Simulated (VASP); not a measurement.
Here is the system:

```
WSi2
1.0
   -1.63710     1.63710     3.99330
    1.63710    -1.63710     3.99330
    1.63710     1.63710    -3.99330
Si W
2 1
Direct
  0.66500   0.66500   0.00000
  0.33500   0.33500   0.00000
  0.00000   0.00000   0.00000
```

The numbers are results of PBE GGA, VASP's PBE PAW potentials (set 64) (plane waves; VASP), not measurements. Settings: 400 eV cut-off, 12×12×12 Γ-centred mesh, first-order Methfessel-Paxton smearing of 0.10 eV, potentials Si W_sv.

### Question
Give the stress tensor in GPa (positive for a compressed cell).

### Answer

```
-8.10   0.00   0.00
 0.00  -8.10   0.00
 0.00   0.00  -9.44
```
The pressure is its mean diagonal, -8.55 GPa.

The compound is WSi2 in the MoSi2 type structure. The cell was not relaxed at this level.
